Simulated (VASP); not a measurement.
Data:

```yaml
crystal:
  lattice:
    - [0.00000, 2.21313, 2.21313]
    - [2.21313, 0.00000, 2.21313]
    - [2.21313, 2.21313, 0.00000]
  atoms:
    - { symbol: Si, position: [0.00000, 0.00000, 0.00000] }
    - { symbol: C, position: [0.25000, 0.25000, 0.25000] }
```

Level of theory: vdW-DF2, VASP's PBE PAW potentials (set 64) (plane waves; VASP). Run with 520 eV cut-off, 9×9×9 Γ-centred mesh, Gaussian smearing of 0.050 eV, potentials Si C.

Task: What does the run give for the energy per atom (σ→0)?

Result: 
energy per atom (σ→0): -5813 meV/atom

Only differences to runs with the same potentials and settings are physical.

The compound is SiC in the zinc blende structure. It was relaxed first. The start is the result of an earlier pass.
